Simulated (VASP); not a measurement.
```xyz
70
Lattice="9.3112 0.0000 0.0000 0.0000 9.3112 0.0000 0.0000 0.0000 8.9060" Properties=species:S:1:pos:R:3 pbc="T T T"
Ti     0.0000     0.0000     0.0000
Ti     2.3278     2.3278     1.4843
Ti     0.0000     0.0000     2.9687
Ti     2.3278     2.3278     4.4530
Ti     0.0000     0.0000     5.9374
Ti     2.3278     2.3278     7.4217
Ti     0.0000     4.6556     0.0000
Ti     2.3278     6.9834     1.4843
Ti     0.0000     4.6556     2.9687
Ti     2.3278     6.9834     4.4530
Ti     0.0000     4.6556     5.9374
Ti     2.3278     6.9834     7.4217
Ti     4.6556     0.0000     0.0000
Ti     6.9834     2.3278     1.4843
Ti     4.6556     0.0000     2.9687
Ti     6.9834     2.3278     4.4530
Ti     4.6556     0.0000     5.9374
Ti     6.9834     2.3278     7.4217
Ti     4.6394     4.6515     8.8664
Ti     6.9834     6.9834     1.4843
Ti     6.9834     6.9834     4.4530
Ti     4.6654     4.6128     5.9638
Ti     6.9834     6.9834     7.4217
O      1.4200     1.4200     0.0000
O      3.7478     0.9078     1.4843
O      0.9078     3.7478     1.4843
O      3.2357     3.2357     0.0000
O      1.4200     1.4200     2.9687
O      3.7478     0.9078     4.4530
O      0.9078     3.7478     4.4530
O      3.2184     3.1948     2.9374
O      1.4200     1.4200     5.9374
O      3.7478     0.9078     7.4217
O      0.9078     3.7478     7.4217
O      3.2357     3.2357     5.9374
O      1.4200     6.0756     0.0000
O      0.9078     8.4034     1.4843
O      3.2357     7.8913     0.0000
O      1.4200     6.0756     2.9687
O      3.7563     5.5351     4.4817
O      0.9078     8.4034     4.4530
O      3.2357     7.8913     2.9687
O      1.4200     6.0756     5.9374
O      3.7478     5.5635     7.4217
O      0.9078     8.4034     7.4217
O      3.2357     7.8913     5.9374
O      6.0756     1.4200     0.0000
O      8.4034     0.9078     1.4843
O      5.5476     3.7113     1.4471
O      7.8913     3.2357     0.0000
O      6.0756     1.4200     2.9687
O      8.4034     0.9078     4.4530
O      5.5911     3.7969     4.4096
O      7.8913     3.2357     2.9687
O      6.0756     1.4200     5.9374
O      8.4034     0.9078     7.4217
O      5.5635     3.7478     7.4217
O      7.8913     3.2357     5.9374
O      6.0756     6.0756     0.0000
O      8.4034     5.5635     1.4843
O      5.5635     8.4034     1.4843
O      7.8913     7.8913     0.0000
O      6.1192     6.0839     2.9420
O      8.4034     5.5635     4.4530
O      5.5635     8.4034     4.4530
O      7.8913     7.8913     2.9687
O      6.0756     6.0756     5.9374
O      8.4034     5.5635     7.4217
O      5.5635     8.4034     7.4217
O      7.8913     7.8913     5.9374
```
Cell charge +2.

All values below come from PBE GGA, VASP's PBE PAW potentials (set 64) (plane waves; VASP). Run with PREC = Normal, LREAL = Auto, ISYM = 0, NELECT = 372.0, EDIFF = 1E-5, 400 eV cut-off, 1×1×1 Γ-centred mesh, Gaussian smearing of 0.050 eV, potentials Ti O. Starting moments (MAGMOM): 70*0.0286. The cell's moment is fixed (NUPDOWN = 2).

At this cut-off the stress carries a Pulay error, which pulls relaxed volumes low. The cell is charged, with a uniform compensating background. The supercell is sampled at Γ alone, which is coarse: total energies, pressure and levels can be off, energies of defects by several tenths of an eV.

Problem. The ions are relaxed. Give the cell that the relaxation ends in.

Solution. 
```xyz
70
Lattice="9.3112 0.0000 0.0000 0.0000 9.3112 0.0000 0.0000 0.0000 8.9060" Properties=species:S:1:pos:R:3 pbc="T T T"
Ti     9.2283     0.0782     8.8932
Ti     2.3964     2.3568     1.5116
Ti     9.1892     0.1210     3.0119
Ti     2.3731     2.3749     4.4016
Ti     0.1247     9.1863     5.9239
Ti     2.3077     2.3046     7.4065
Ti     0.0067     4.6242     8.8992
Ti     2.1136     7.1961     1.4863
Ti     0.0125     4.6344     2.9575
Ti     2.3809     6.9329     4.4108
Ti     0.0084     4.6964     5.9216
Ti     2.4042     6.9051     7.4466
Ti     4.6850     9.3011     8.8992
Ti     6.8468     2.4635     1.4967
Ti     4.6777     9.3002     2.9577
Ti     6.9616     2.3516     4.4417
Ti     4.6150     9.3030     5.9217
Ti     7.0502     2.2577     7.4047
Ti     4.8057     4.5043     8.7491
Ti     6.9522     6.9126     1.5113
Ti     6.9360     6.9375     4.4015
Ti     4.6348     4.6745     5.7499
Ti     7.0051     7.0019     7.4046
O      1.3958     1.4214     8.9022
O      3.7428     0.9050     1.4835
O      0.9052     3.7407     1.4906
O      3.2334     3.2902     0.0045
O      1.3699     1.4233     2.9788
O      3.7436     0.9068     4.4503
O      0.9158     3.7624     4.4688
O      3.1872     3.1969     2.9674
O      1.4328     1.3768     5.9623
O      3.7424     0.9094     7.4491
O      0.9174     3.7472     7.4184
O      3.2348     3.2448     5.9589
O      1.4710     6.0373     0.0529
O      0.8439     8.4667     1.4970
O      3.2737     7.8390     0.0532
O      1.4465     6.0546     2.9247
O      3.6770     5.6313     4.5295
O      0.9114     8.3992     4.4026
O      3.2569     7.8640     2.9239
O      1.3905     6.0948     5.9604
O      3.7583     5.5517     7.4277
O      0.9302     8.3808     7.4879
O      3.2169     7.9197     5.9606
O      6.0824     1.3852     8.8913
O      8.3661     0.9439     1.4737
O      5.5629     3.7483     1.3771
O      7.9253     3.2276     8.8916
O      6.0659     1.4105     2.9651
O      8.4016     0.9090     4.5379
O      5.6580     3.6555     4.6020
O      7.9014     3.2442     2.9637
O      6.0827     1.3708     5.9520
O      8.4091     0.9012     7.3804
O      5.6214     3.6894     7.3663
O      7.9406     3.2280     5.9531
O      6.0195     6.0772     0.0046
O      8.4054     5.5678     1.4835
O      5.5707     8.4061     1.4911
O      7.8890     7.9142     8.9022
O      6.1125     6.1233     2.9679
O      8.4033     5.5665     4.4499
O      5.5488     8.3952     4.4686
O      7.8876     7.9401     2.9787
O      6.0646     6.0765     5.9588
O      8.4006     5.5679     7.4490
O      5.5639     8.3935     7.4184
O      7.9339     7.8773     5.9622
```
Cell charge +2. The cell ends with 2.00 μB, on the first 30 sites -0.02 -0.02 -0.01 -0.02 -0.02 -0.02 -0.02 0.00 -0.01 -0.01 -0.02 -0.02 -0.02 -0.01 -0.01 -0.03 -0.02 -0.02 0.00 -0.02 -0.02 -0.03 -0.02 0.07 0.04 0.03 0.03 0.06 0.04 0.02 μB.

Problem. How much energy does the relaxation gain?

Solution. The energy (σ→0) changes by -37.5 meV/atom, in 26 ionic steps.

```csv
step,E(σ→0) (eV),max force (eV/Å),pressure (GPa),volume (Å³)
1,-608.3255,3.789,-8.72,772.15
2,-609.9404,2.834,-7.48,772.15
3,-609.9791,1.932,-7.79,772.15
4,-610.5375,1.124,-6.92,772.15
5,-610.5444,0.990,-7.05,772.15
6,-610.6823,0.885,-7.42,772.15
7,-610.7119,0.555,-7.35,772.15
8,-610.7982,0.510,-7.33,772.15
9,-610.7995,0.621,-7.32,772.15
10,-610.8584,0.341,-7.27,772.15
11,-610.8609,0.463,-7.25,772.15
12,-610.8909,0.206,-7.22,772.15
13,-610.8912,0.227,-7.21,772.15
14,-610.9098,0.188,-7.26,772.15
15,-610.9107,0.266,-7.27,772.15
16,-610.9272,0.136,-7.29,772.15
17,-610.9289,0.156,-7.29,772.15
18,-610.9392,0.090,-7.26,772.15
19,-610.9394,0.107,-7.24,772.15
20,-610.9433,0.112,-7.23,772.15
21,-610.9433,0.116,-7.23,772.15
22,-610.9453,0.155,-7.21,772.15
23,-610.9453,0.131,-7.21,772.15
24,-610.9468,0.040,-7.22,772.15
25,-610.9468,0.035,-7.22,772.15
```

The cell is a supercell with a defect, built from TiO2 (rutile): vac_Ti-vac_O, charge +2.
